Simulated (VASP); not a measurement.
Given:

```yaml
crystal:
  lattice:
    - [1.47570, -2.55599, 0.00000]
    - [1.47570, 2.55599, 0.00000]
    - [0.00000, 0.00000, 4.84520]
  atoms:
    - { symbol: Si, position: [0.66667, 0.33333, 0.49960] }
    - { symbol: Si, position: [0.33333, 0.66667, 0.99960] }
    - { symbol: C, position: [0.66667, 0.33333, 0.87540] }
    - { symbol: C, position: [0.33333, 0.66667, 0.37540] }
```

Computed with r2SCAN meta-GGA, VASP's PBE PAW potentials (set 64) (plane waves; VASP). Run with 600 eV cut-off, 8×8×4 Γ-centred mesh, Gaussian smearing of 0.050 eV, potentials Si C.

Problem. Estimate the energy per atom (σ→0), pressure.

Solution. 
| Quantity | Value |
|---|---|
| energy per atom (σ→0) | -9.541 eV/atom |
| pressure | 35.07 GPa |

The absolute energy has meaning only against runs of the same code, potentials and settings.

The compound is SiC in the wurtzite structure, the rare 2H polytype. This cell was strained or had an atom moved on purpose.
